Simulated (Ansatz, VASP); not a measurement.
This is a calculation of B2O for Ansatz 0.2.0.

input.yaml

```yaml
crystal:
  lattice:
    - [2.8400898248, 0.0, 0.0]
    - [-1.4200449124, 2.4595899373, 0.0]
    - [0.0, 0.0, 6.9566910193]
  atoms:
    - { symbol: O, position: [0.3333333333, 0.6666666667, 0.694] }
    - { symbol: O, position: [0.6666666667, 0.3333333333, 0.306] }
    - { symbol: B, position: [0.3333333333, 0.6666666667, 0.977] }
    - { symbol: B, position: [0.6666666667, 0.3333333333, 0.023] }
    - { symbol: B, position: [0.0, 0.0, 0.62] }
    - { symbol: B, position: [0.0, 0.0, 0.38] }
hamiltonian:
  xc: pbe
  pseudopotentials: { kind: paw }
kpoints:
  mp_grid: { grid: [11, 11, 4] }
scf:
  occupations: { method: fermi_dirac, width: 0.05 }
output:
  forces: true
  stress: true
  eigenvalues: true
```

Potentials or basis: Ansatz PAW.

The run is started by

```console
$ ansatz run input.yaml --threads 2 --pin off --max-ram 5120MiB --backend cpu --events-out ev --progress --plain --runs-dir out
```

Set up the same calculation for VASP 6.6.1. Potentials there: VASP PAW PBE potentials, release 64 (O, B).

As run (the cutoff follows the program's own potentials):

INCAR

```
PREC = Accurate
ENCUT = 520
EDIFF = 1E-7
ISMEAR = -1
SIGMA = 0.05
LREAL = False
LASPH = True
NELM = 80
ALGO = Normal
ISIF = 2
LWAVE = False
LCHARG = True
GGA = PE
LELF = True
LVHAR = True
NBANDS = 21
```

File KPOINTS:

```
regular mesh
0
Gamma
  11 11 4
```

Contents of POSCAR:

```
B2O
1.0
    2.8400898248      0.0000000000      0.0000000000
   -1.4200449124      2.4595899373      0.0000000000
    0.0000000000      0.0000000000      6.9566910193
O B
2 4
Direct
    0.3333333333      0.6666666667      0.6940000000
    0.6666666667      0.3333333333      0.3060000000
    0.3333333333      0.6666666667      0.9770000000
    0.6666666667      0.3333333333      0.0230000000
    0.0000000000      0.0000000000      0.6200000000
    0.0000000000      0.0000000000      0.3800000000
```

Potentials or basis: VASP PAW PBE potentials, release 64 (O, B).

Run with:

```console
$ cat potpaw_PBE.64/O/POTCAR potpaw_PBE.64/B/POTCAR > POTCAR
$ mpirun -np 1 vasp_std > vasp.out
```

Both were run:

|  | VASP | Ansatz | Ansatz less VASP |
| --- | --- | --- | --- |
| gap on the k mesh at the Fermi level (eV) | none | none | - |
| pressure (GPa) | -13.8 | -13.8 | +0.02 |
| largest component of the traceless stress (GPa) | 19.55 | 19.75 | +0.198 |
| rms of the force components (eV/Å) | 0.103 | 0.099 | -0.0048 |

Atom by atom the forces differ by 0.007 eV/Å (rms over components). A gap of «none» marks a metal or a gap that the smearing closes. With one functional, cell and mesh, what is left measures potentials, basis and numerics.

Caveats: the pressure holds a Pulay correction of +0.7 GPa for the finite cutoff (Ansatz).
